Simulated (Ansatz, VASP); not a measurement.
## Tl2Se in two plane-wave programs

Aim: how closely do two programs agree when they are given the same cell, functional and k mesh? The cell is generated by rule, not measured, and may not be a known phase. The cell is taken from a series of runs on this material, whose earlier steps may have relaxed, scaled, displaced or heated it; both programs get it as it stands.

Program: Ansatz 0.2.0. Level of theory: plane waves, with VASP 6.6.1 beside it; zone-centre phonons at PBE. Results are calculated unless marked as measured.

The structure was built from a prototype and need not be the compound's stable phase.

## 1. The structure

It takes space group Pmmn (No. 59, orthorhombic). Conventional cell: a = 4.296 Å, b = 7.560 Å, c = 6.893 Å, α = 90.00°, β = 90.00°, γ = 90.00°. Nearest to Se lie 6 Tl at 3.08 to 3.10 Å. Nearest to Tl lie 3 Se at 3.08 to 3.10 Å. Farther neighbours and most contacts between anions are not listed.

Coordinates:

```cif
data_structure
_symmetry_space_group_name_H-M 'Pmmn:1'
_symmetry_Int_Tables_number 59
_cell_length_a 4.2963
_cell_length_b 7.5599
_cell_length_c 6.8925
_cell_angle_alpha 90.000
_cell_angle_beta 90.000
_cell_angle_gamma 90.000
_cell_volume 223.87
loop_
_atom_site_label
_atom_site_type_symbol
_atom_site_symmetry_multiplicity
_atom_site_Wyckoff_symbol
_atom_site_fract_x
_atom_site_fract_y
_atom_site_fract_z
_atom_site_occupancy
Se1 Se 2 b 0.00000 0.50000 0.40048 1
Tl1 Tl 4 e 0.50000 0.75289 0.24059 1
```

## 2. VASP: zone-centre phonons, PBE

Second derivatives magnify differences that forces hide, and they need a tight electronic threshold.

Lines of VASP's logs that name or quote its potential files are left out, and so is its time.

File INCAR:

```
SYSTEM = Tl2Se
PREC = Accurate
ENCUT = 500
EDIFF = 1E-08
NELM = 120
ISMEAR = 0
SIGMA = 0.01
LREAL = .FALSE.
ALGO = Normal
GGA = PE
NBANDS = 39
LORBIT = 11
LWAVE = .FALSE.
LCHARG = .FALSE.
ISIF = 2
IBRION = 8
LEPSILON = .TRUE.
LASPH = .TRUE.
GGA_COMPAT = .FALSE.
EFERMI = MIDGAP
KPAR = 2
```

File POSCAR:

```
Tl2Se
1.0
    4.2963257659      0.0000000000      0.0000000000
    0.0000000000      7.5598693216      0.0000000000
    0.0000000000      0.0000000000      6.8925239641
Se Tl
2 4
Direct
    0.0000000000      0.5000000000      0.4004810726
    0.5000000000      0.0000000000      0.5995189274
    0.5000000000      0.7528916606      0.2405859486
    0.0000000000      0.2528916606      0.7594140514
    0.5000000000      0.2471083394      0.2405859486
    0.0000000000      0.7471083394      0.7594140514
```

File KPOINTS:

```
Automatic mesh
0
Gamma
8 4 6
0 0 0
```

PAW data sets: Se and Tl_d (PBE family, release 64).

The run is started by

```console
mpirun -np 2 vasp_std
```

Numbers of over 12 decimals in the logs are rounded to 6 here.

The log of the run:

```text
[banner, memory and clock lines left out]
running    2 mpi-ranks, on    1 nodes
 distrk:  each k-point on    1 cores,    2 groups
 distr:  one band on    1 cores,    1 groups

 POSCAR found type information on POSCAR SeTl
 POSCAR found :  2 types and       6 ions
 LDA part: xc-table for (Slater+PW92), standard interpolation
 POSCAR, INCAR and KPOINTS ok, starting setup
 FFT: planning ... GRIDC
 FFT: planning ... GRID_SOFT
 FFT: planning ... GRID
 WAVECAR not read
 entering main loop
       N       E                     dE             d eps       ncg     rms          rms(c)
DAV:   1     0.350420130997E+03    0.35042E+03   -0.30598E+04  4712   0.140E+03
DAV:   2     0.763125251251E-02   -0.35041E+03   -0.33750E+03  5221   0.296E+02
DAV:   3    -0.187966053300E+02   -0.18804E+02   -0.18468E+02  5476   0.526E+01
DAV:   4    -0.191565711170E+02   -0.35997E+00   -0.35969E+00  5009   0.695E+00
DAV:   5    -0.191635759448E+02   -0.70048E-02   -0.70027E-02  5934   0.970E-01    0.559E+00
DAV:   6    -0.180124025583E+02    0.11512E+01   -0.23117E+00  5928   0.554E+00    0.355E+00
DAV:   7    -0.180181788153E+02   -0.57763E-02   -0.75313E-01  5142   0.258E+00    0.205E+00
DAV:   8    -0.180264093978E+02   -0.82306E-02   -0.96194E-02  5275   0.154E+00    0.327E-01
DAV:   9    -0.180211299570E+02    0.52794E-02   -0.25587E-02  5519   0.732E-01    0.180E-01
DAV:  10    -0.180222900553E+02   -0.11601E-02   -0.31609E-03  5079   0.200E-01    0.106E-01
DAV:  11    -0.180231463453E+02   -0.85629E-03   -0.12231E-03  4848   0.134E-01    0.398E-02
DAV:  12    -0.180231633313E+02   -0.16986E-04   -0.41959E-05  5484   0.246E-02    0.102E-02
DAV:  13    -0.180231850022E+02   -0.21671E-04   -0.31052E-05  4813   0.179E-02    0.673E-03
DAV:  14    -0.180231876288E+02   -0.26266E-05   -0.33554E-06  5212   0.708E-03    0.205E-03
DAV:  15    -0.180231879757E+02   -0.34696E-06   -0.45209E-07  5112   0.262E-03    0.129E-03
DAV:  16    -0.180231879674E+02    0.83755E-08   -0.18973E-07  4957   0.189E-03    0.356E-04
DAV:  17    -0.180231879906E+02   -0.23261E-07   -0.32397E-08  4690   0.836E-04    0.169E-04
DAV:  18    -0.180231879838E+02    0.67657E-08   -0.20383E-09  2942   0.187E-04
   1 F= -.18023188E+02 E0= -.18023188E+02  d E =-.266626E-84
 Linear response reoptimize wavefunctions to high precision
DAV:   1    -0.180231879764E+02    0.74378E-08   -0.49174E-10  2823   0.107E-04
DAV:   2    -0.180231879764E+02   -0.45475E-11   -0.10716E-10  2711   0.417E-05
 Linear response G [H, r] |phi>, progress :
  Direction:   1
       N       E                     dE             d eps       ncg     rms
RMM:   1    -0.283625447088E+03   -0.28363E+03    0.17280E+02  7988   0.108E+02
RMM:   2    -0.273848742433E+03    0.97767E+01   -0.25633E+01  7458   0.166E+01
RMM:   3    -0.274094596442E+03   -0.24585E+00   -0.82763E-01  7868   0.239E+00
RMM:   4    -0.274106468386E+03   -0.11872E-01   -0.34036E-02  8250   0.404E-01
RMM:   5    -0.274106918205E+03   -0.44982E-03   -0.23662E-03  8913   0.970E-02
RMM:   6    -0.274106963568E+03   -0.45363E-04   -0.25934E-04  9467   0.299E-02
RMM:   7    -0.274107020551E+03   -0.56982E-04   -0.11244E-03  9760   0.136E-02
RMM:   8    -0.274106997925E+03    0.22625E-04   -0.43246E-04  9399   0.953E-03
RMM:   9    -0.274107016903E+03   -0.18978E-04   -0.86958E-04  8398   0.852E-03
RMM:  10    -0.274107021751E+03   -0.48480E-05   -0.85780E-04  8290   0.824E-03
RMM:  11    -0.274107001800E+03    0.19951E-04   -0.73166E-04  7906   0.823E-03
RMM:  12    -0.274107001346E+03    0.45455E-06   -0.65195E-04  7556   0.815E-03
 Linear response G [H, r] |phi>, progress :
  Direction:   2
       N       E                     dE             d eps       ncg     rms
RMM:   1    -0.287950960683E+03   -0.28795E+03    0.20157E+02  8006   0.110E+02
RMM:   2    -0.273760565784E+03    0.14190E+02   -0.31719E+01  7478   0.178E+01
RMM:   3    -0.273954061038E+03   -0.19350E+00   -0.10145E+00  7838   0.266E+00
RMM:   4    -0.273966155324E+03   -0.12094E-01   -0.58584E-02  8272   0.456E-01
RMM:   5    -0.273965642370E+03    0.51295E-03   -0.49524E-03  8867   0.112E-01
RMM:   6    -0.273965665691E+03   -0.23321E-04   -0.16343E-03  9582   0.336E-02
RMM:   7    -0.273965617635E+03    0.48056E-04   -0.10323E-03  9922   0.151E-02
RMM:   8    -0.273965636764E+03   -0.19130E-04   -0.41669E-04  9687   0.101E-02
RMM:   9    -0.273965633017E+03    0.37470E-05   -0.61529E-04  8739   0.879E-03
RMM:  10    -0.273965641841E+03   -0.88238E-05   -0.48250E-04  8656   0.844E-03
RMM:  11    -0.273965632748E+03    0.90927E-05   -0.47438E-04  8311   0.838E-03
RMM:  12    -0.273965641056E+03   -0.83079E-05   -0.49218E-04  7886   0.832E-03
 Linear response G [H, r] |phi>, progress :
  Direction:   3
       N       E                     dE             d eps       ncg     rms
RMM:   1    -0.283223676417E+03   -0.28322E+03    0.22583E+02  8078   0.108E+02
RMM:   2    -0.273865968223E+03    0.93577E+01   -0.27333E+01  7633   0.166E+01
[...]
RMM:  13    -0.587933617568E+01    0.81732E-05   -0.52293E-05  7578   0.303E-04    0.494E-05
RMM:  14    -0.587933493512E+01    0.12406E-05   -0.61019E-05  5654   0.118E-04    0.214E-05
RMM:  15    -0.587933500069E+01   -0.65570E-07   -0.60742E-05  4316   0.766E-05    0.925E-06
 change of polarisation eV/A/(eV/A) component  3 :     0.277     0.226    10.909
[...]
first order change of Fermi-energy  -0.44343E-04
 force on displaced ion       1 direction 2 :   0.000  -3.275   0.000
 Born effective charge ion    1 direction 2 :   0.000  -3.702  -0.000
 Linear response progress:
  Degree of freedom:   3/  6
       N       E                     dE             d eps       ncg     rms          rms(c)
RMM:   1    -0.935884008890E-01   -0.93588E-01    0.10026E-01 10306   0.804E-01
RMM:   2    -0.925195068028E-01    0.10689E-02   -0.27231E-03  7151   0.137E-01    0.755E-02
RMM:   3    -0.926735647797E-01   -0.15406E-03   -0.15212E-04  7738   0.324E-02    0.428E-02
RMM:   4    -0.929145805488E-01   -0.24102E-03   -0.10120E-04  7835   0.300E-02    0.831E-03
RMM:   5    -0.928995797314E-01    0.15001E-04    0.32584E-06  7828   0.610E-03    0.532E-03
RMM:   6    -0.928961916630E-01    0.33881E-05    0.64982E-07  7727   0.317E-03    0.967E-04
RMM:   7    -0.928988443124E-01   -0.26526E-05   -0.55305E-08  7903   0.745E-04    0.376E-04
RMM:   8    -0.928982130557E-01    0.63126E-06    0.18410E-08  7653   0.460E-04    0.142E-04
RMM:   9    -0.928987854977E-01   -0.57244E-06    0.52261E-08  7752   0.160E-04    0.504E-05
RMM:  10    -0.928986130192E-01    0.17248E-06    0.72306E-08  7683   0.684E-05    0.155E-05
RMM:  11    -0.928986470242E-01   -0.34005E-07    0.39929E-08  8045   0.271E-05    0.801E-06
RMM:  12    -0.928986142467E-01    0.32777E-07    0.36154E-08  7788   0.169E-05    0.270E-06
RMM:  13    -0.928986261892E-01   -0.11943E-07    0.13832E-08  6910   0.819E-06    0.653E-07
RMM:  14    -0.928986214773E-01    0.47118E-08    0.30287E-08  4443   0.685E-06    0.241E-07
 first order change of Fermi-energy  -0.25553E+00
 force on displaced ion       1 direction 3 :  -0.000  -0.000  -2.453
 Born effective charge ion    1 direction 3 :   0.000   0.000  -2.339
 Linear response progress:
  Degree of freedom:   4/  6
       N       E                     dE             d eps       ncg     rms          rms(c)
RMM:   1    -0.339418358553E+00   -0.33942E+00   -0.24539E-01 13155   0.291E+00
RMM:   2    -0.340244033566E+00   -0.82568E-03   -0.34409E-03 11773   0.351E-01    0.391E-02
RMM:   3    -0.340109553815E+00    0.13448E-03   -0.78807E-05 13208   0.480E-02    0.220E-02
RMM:   4    -0.339914594374E+00    0.19496E-03   -0.85389E-06 13449   0.140E-02    0.342E-03
RMM:   5    -0.339909515720E+00    0.50787E-05   -0.44090E-07 13640   0.228E-03    0.128E-03
RMM:   6    -0.339925411014E+00   -0.15895E-04   -0.24941E-07 13365   0.185E-03    0.409E-04
RMM:   7    -0.339924053558E+00    0.13575E-05   -0.79948E-09 13622   0.430E-04    0.171E-04
RMM:   8    -0.339924650048E+00   -0.59649E-06   -0.24556E-08 13446   0.250E-04    0.310E-05
RMM:   9    -0.339924288932E+00    0.36112E-06   -0.71005E-09 13770   0.533E-05    0.124E-05
RMM:  10    -0.339924385079E+00   -0.96147E-07   -0.31046E-09 13554   0.274E-05    0.360E-06
RMM:  11    -0.339924373078E+00    0.12002E-07   -0.49935E-10 13808   0.157E-05    0.108E-06
RMM:  12    -0.339924384674E+00   -0.11597E-07    0.87953E-10 10386   0.118E-05    0.321E-07
RMM:  13    -0.339924385851E+00   -0.11770E-08    0.28328E-09  7138   0.108E-05    0.150E-07
 first order change of Fermi-energy  -0.39471E-04
 force on displaced ion       3 direction 1 :  -1.088   0.000   0.001
 Born effective charge ion    3 direction 1 :   1.509  -0.000   0.000
 Linear response progress:
  Degree of freedom:   5/  6
       N       E                     dE             d eps       ncg     rms          rms(c)
RMM:   1    -0.350704892073E+00   -0.35070E+00   -0.24415E-01  9416   0.291E+00
RMM:   2    -0.351022804025E+00   -0.31791E-03   -0.34842E-03  8206   0.358E-01    0.531E-02
RMM:   3    -0.350845451231E+00    0.17735E-03   -0.70526E-05  9302   0.516E-02    0.293E-02
RMM:   4    -0.350671752211E+00    0.17370E-03    0.98473E-07  9480   0.162E-02    0.947E-03
RMM:   5    -0.350645225572E+00    0.26527E-04    0.10945E-06  9445   0.578E-03    0.225E-03
RMM:   6    -0.350660680102E+00   -0.15455E-04   -0.56829E-07  9430   0.213E-03    0.863E-04
RMM:   7    -0.350665401800E+00   -0.47217E-05   -0.15228E-07  9417   0.829E-04    0.326E-04
RMM:   8    -0.350666758771E+00   -0.13570E-05    0.15417E-07  9304   0.337E-04    0.862E-05
RMM:   9    -0.350667191254E+00   -0.43248E-06    0.91295E-08  9383   0.171E-04    0.354E-05
RMM:  10    -0.350667298449E+00   -0.10720E-06    0.38102E-08  9420   0.645E-05    0.110E-05
RMM:  11    -0.350667284565E+00    0.13885E-07    0.22936E-08  9675   0.246E-05    0.419E-06
RMM:  12    -0.350667265886E+00    0.18678E-07    0.48206E-08  9300   0.158E-05    0.190E-06
RMM:  13    -0.350667267625E+00   -0.17385E-08    0.25649E-08  7583   0.128E-05    0.549E-07
 first order change of Fermi-energy  -0.78663E-02
 force on displaced ion       3 direction 2 :   0.000  -2.071   0.317
 Born effective charge ion    3 direction 2 :   0.000   1.844   0.016
 Linear response progress:
  Degree of freedom:   6/  6
       N       E                     dE             d eps       ncg     rms          rms(c)
RMM:   1    -0.349122157492E+00   -0.34912E+00   -0.24224E-01  9257   0.291E+00
RMM:   2    -0.349765780276E+00   -0.64362E-03   -0.35623E-03  8193   0.356E-01    0.680E-02
RMM:   3    -0.349534300150E+00    0.23148E-03   -0.14023E-04  9286   0.558E-02    0.334E-02
RMM:   4    -0.349328614151E+00    0.20569E-03   -0.36287E-05  9530   0.193E-02    0.924E-03
RMM:   5    -0.349300930333E+00    0.27684E-04   -0.26282E-06  9549   0.658E-03    0.263E-03
RMM:   6    -0.349313943096E+00   -0.13013E-04   -0.64651E-08  9399   0.277E-03    0.957E-04
RMM:   7    -0.349317515137E+00   -0.35720E-05    0.27712E-07  9525   0.954E-04    0.308E-04
RMM:   8    -0.349320170882E+00   -0.26557E-05   -0.68264E-08  9400   0.335E-04    0.975E-05
RMM:   9    -0.349320750637E+00   -0.57975E-06   -0.39603E-08  9199   0.196E-04    0.420E-05
RMM:  10    -0.349321087341E+00   -0.33670E-06    0.43123E-09  9590   0.776E-05    0.127E-05
RMM:  11    -0.349321143296E+00   -0.55955E-07    0.13487E-09  9743   0.329E-05    0.584E-06
RMM:  12    -0.349321125225E+00    0.18071E-07    0.61029E-09  9320   0.250E-05    0.239E-06
RMM:  13    -0.349321114142E+00    0.11083E-07    0.14915E-09  8549   0.191E-05    0.709E-07
RMM:  14    -0.349321118246E+00   -0.41046E-08   -0.17977E-10  7314   0.168E-05    0.269E-07
 first order change of Fermi-energy   0.26175E+00
 force on displaced ion       3 direction 3 :   0.000   0.321  -2.111
 Born effective charge ion    3 direction 3 :   0.000   0.090   1.157
 Born effective charges drift removed
 Linear response finished
```

[end of part 1 of 3]

[Lines on the potential files, build, host, timing and source positions are cut from VASP's logs without a mark.]

[Logs are printed without paths, hosts, clocks, repeated set-up lines and the standing remarks that a program may print on its own settings, such as how far it seeks lower states.]

[Hosts, paths, dates, database ids (printed as entryN), source tags and the programs' standing remarks are cut or masked in the printed files.]
